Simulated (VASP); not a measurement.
Input:

```
HfC
1.0
    0.00000     2.26996     2.26996
    2.26996     0.00000     2.26996
    2.26996     2.26996     0.00000
Hf C
1 1
Direct
  0.00000   0.00000   0.00000
  0.50000   0.50000   0.50000
```

These are r2SCAN meta-GGA, VASP's PBE PAW potentials (set 64) (plane waves; VASP) values and carry that method's errors. Run with 520 eV cut-off, 14×14×14 Γ-centred mesh, first-order Methfessel-Paxton smearing of 0.10 eV, potentials Hf_pv C.

Unless said otherwise, spin-orbit coupling is left out, though it shifts the bands of the heavy elements here.

**Question.** What does the run give for the energy per atom (σ→0), pressure, band gap (on the k-mesh) with the smallest direct gap where there is one?

**Answer.** 
The band gap (on the k-mesh) is none (metal, semimetal or under 0.01 eV), the energy per atom (σ→0) is -28632 meV/atom and the pressure is 17.54 GPa.

The absolute energy has meaning only against runs of the same code, potentials and settings.

The compound is HfC in the rock salt structure. This cell is one point of a volume scan, at 0.94 of the reference volume.
